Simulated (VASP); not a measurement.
Consider the following.

```xyz
2
Lattice="0.0000 2.5829 2.6095 2.6235 0.0000 2.6095 2.6235 2.5829 0.0000" Properties=species:S:1:pos:R:3 pbc="T T T"
Li     0.0000     0.0000     0.0000
Cl     2.6775     2.5829     2.6095
```

All values below come from PBE GGA, VASP's PBE PAW potentials (set 64) (plane waves; VASP). Run with 375 eV cut-off, 8×8×8 Γ-centred mesh, Gaussian smearing of 0.050 eV, potentials Li_sv Cl.

At this cut-off the stress carries a Pulay error, which pulls relaxed volumes low.

Predict the energy per atom (σ→0), pressure, band gap (on the k-mesh) with the smallest direct gap where there is one.

| Quantity | Value |
|---|---|
| band gap (on the k-mesh) | 6.29 eV |
| smallest direct gap (on the k-mesh) | 6.29 eV |
| energy per atom (σ→0) | -3.737 eV/atom |
| pressure | -2.39 GPa |

Only differences to runs with the same potentials and settings are physical.

The compound is LiCl in the rock salt structure. The cell was not relaxed at this level, atoms are displaced from their ideal sites. The run is one of a series of settings (ENCUT = 375 against the base run), some of them coarse on purpose.
